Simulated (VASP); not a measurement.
Given:

```
CELL_PARAMETERS angstrom
      3.26421    -2.05747     0.00000
      3.26421     2.05747     0.00000
      0.00000     0.00000     8.40240
ATOMIC_POSITIONS crystal
  Cl 0.88548 0.11452 0.60475
  Cl 0.11452 0.88548 0.39525
  Cl 0.61452 0.38548 0.10475
  Cl 0.38548 0.61452 0.89525
```

Level of theory: PBE GGA, VASP's PBE PAW potentials (set 64) (plane waves; VASP). Run with 300 eV cut-off, 9×9×4 Γ-centred mesh, Fermi-Dirac smearing of 0.020 eV, potentials Cl.

At this cut-off the stress carries a Pulay error, which pulls relaxed volumes low. Energy and stress use the plane-wave basis of the starting cell.

Task: The ions, cell shape and volume are relaxed. Which structure does the run end with?

Result: 
```
CELL_PARAMETERS angstrom
      3.35211    -2.07926     0.00000
      3.35211     2.07926     0.00000
      0.00000     0.00000     8.32129
ATOMIC_POSITIONS crystal
  Cl 0.88524 0.11476 0.60666
  Cl 0.11476 0.88524 0.39334
  Cl 0.61476 0.38524 0.10666
  Cl 0.38524 0.61476 0.89334
```
Space group Cmce (64), at a tolerance of 0.03 Å.

Task: How do energy and volume change from the first to the last step?

Result: The energy (σ→0) changes by -3.2 meV/atom and the volume by +2.8 %, in 13 ionic steps.

The structure comes from a computed database's Cl2 entry; how it stands against other phases isn't given here. This run relaxes it. Symmetry was kept, so distortions that lower it aren't found. The run is one of a series of settings (EDIFFG = -0.01, IBRION = 2, ISIF = 3, NSW = 50 against the base run), some of them coarse on purpose.
